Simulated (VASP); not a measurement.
Crystal: Zn4H.

```
CELL_PARAMETERS angstrom
3.89723 0.00000 0.00000
0.00000 3.89723 0.00000
0.00000 0.00000 3.89723
ATOMIC_POSITIONS crystal
Zn 0.00000 0.50000 0.50000
Zn 0.50000 0.50000 0.00000
Zn 0.50000 0.00000 0.50000
Zn 0.00000 0.00000 0.00000
H 0.50000 0.50000 0.50000
```

The cell was built by a generator and needn't be a form met in nature.

```yaml
Program: VASP 6.6.1
Task: relaxation of cell and atoms
Functional: PBE
Potentials_or_basis: VASP PAW PBE potentials, release 64 (Zn, H)
Cutoff: 600 eV
k_mesh: 7 × 7 × 7
Occupations: gaussian, width 0.05 eV
Spin: no spin polarisation
```

At the start: pressure 9.9 GPa; volume 11.84 Å³/atom.

Problem. Where does the relaxation end?

Solution. Over 4 steps the energy falls by 40.0 meV/atom and the volume is 13.34 Å³/atom (+12.7 %); space group Pm-3m (No. 221, to 0.05 Å).

Step by step:
```tsv
step	energy change (eV)	largest force (eV/Å)	pressure (GPa)	volume (Å³)
1	0.0000	0.0000	9.87	59.19
2	-0.1967	0.0000	1.01	65.66
3	-0.1995	0.0000	-0.35	67.06
4	-0.1999	0.0000	0.02	66.70
```

Final structure:
```xyz
5
Lattice="4.0554 0.0000 0.0000 0.0000 4.0554 0.0000 0.0000 0.0000 4.0554" Properties=species:S:1:pos:R:3 pbc="T T T"
Zn    0.0000    2.0277    2.0277
Zn    2.0277    2.0277    0.0000
Zn    2.0277    0.0000    2.0277
Zn    0.0000    0.0000    0.0000
H     2.0277    2.0277    2.0277
```
